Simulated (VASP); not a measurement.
Runs of VASP 6.6.1 on Sb. The cell holds a sheet with vacuum, 2 atoms: a = 3.133 Å, b = 3.133 Å, c = 31.360 Å, α = 90.00°, β = 90.00°, γ = 90.00°. The cell was built by a generator and needn't be a form met in nature.

```tsv
task	level	cell	smearing	atoms held fixed (from 0)	other keys	gap on the mesh (eV)	largest force (eV/Å)
single point	PBE	as given	fermi-dirac 0.05 eV	-	-	none	(a)
relaxation of the atoms	RPBE	atoms relaxed	gaussian 0.05 eV	[0]	-	none	-
work function	PBE	as given	gaussian 0.05 eV	-	-	none	0.12
relaxation of the atoms	PBE+D3	atoms relaxed	gaussian 0.05 eV	[0]	-	none	-
electron localisation function	PBE+MBD	atoms moved at random, drawn with an rms of 0.02 Å	tetrahedron	-	NBANDS = 6	-	0.01
```

Alike in all rows: potentials or basis VASP PAW PBE potentials, release 64 (Sb); no spin polarisation; k mesh 9 × 9 × 1; cutoff (eV) 520.

Question: Estimate the missing entries.

Answer: (a) 0.05.

Caveats: the PAW data sets were made with another functional, which shifts forces and pressure a little (some runs); the bands computed are all filled at some k points, so no gap is given (some runs).

A k mesh can miss the band edges, and the runs leave out spin-orbit coupling on Sb.

A gap of «none» marks a metal or a gap under the smearing width.
